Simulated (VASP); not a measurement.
Consider the following.

```
C
1.0
    0.00000     1.77952     1.77952
    1.77952     0.00000     1.77952
    1.77952     1.77952     0.00000
C
2
Direct
  0.00000   0.00000   0.00000
  0.25000   0.25000   0.25000
```

Method: PBE GGA with D4 dispersion, VASP's PBE PAW potentials (set 64) (plane waves; VASP). Numerical set-up: 520 eV cut-off, Gaussian smearing of 0.050 eV, potentials C.

Question: Give the energies of bands 2 to 7 at the high-symmetry points, in eV from the valence-band maximum.

Answer: 
```
band     Γ       X       U       L       W
----  ----  ------  ------  ------  ------
2     0.00  -12.81  -11.77  -13.44  -12.01
3     0.00   -6.34   -9.38   -2.82   -8.38
4     0.00   -6.34   -5.40   -2.82   -8.38
5     5.61    4.77    5.69    8.49   10.65
6     5.61    4.77   10.79    8.49   10.65
7     5.61   16.91   14.44    8.94   12.40
```

The gap is indirect, 4.14 eV, from the valence maximum at Γ to the conduction minimum at Γ-X at 0.71.

The compound is C in the diamond structure. It was relaxed first.
